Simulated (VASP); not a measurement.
Energy against volume of Cr (bcc, AFM order). The numbers are results of LDA (Ceperley-Alder, Perdew-Zunger), VASP's LDA PAW potentials (set 64) (plane waves; VASP 6.6.1), not measurements. Numerical set-up: 520 eV cut-off, 13×13×13 Γ-centred mesh, first-order Methfessel-Paxton smearing of 0.10 eV, potentials Cr_pv.

```
V (Å³/atom)  E (eV/atom)
-----------  -----------
10.521         -10.61770
10.847         -10.62753
11.172         -10.61909
11.497         -10.59492
```

Question: Fit these four points and predict the energy of the run at 10.196 Å³/atom.

Answer: A cubic in V^(−2/3), the third-order Birch-Murnaghan form, passes through the four points with V0 = 10.85 Å³/atom and B0 = 299 GPa, and gives -10.5867 eV/atom there. The run gave -10.5865 eV/atom, +0.2 meV/atom from the fit; all five points give B0 = 299 GPa.

The compound is Cr in the bcc, AFM order structure. It was relaxed first, which changed the volume by -9 %.
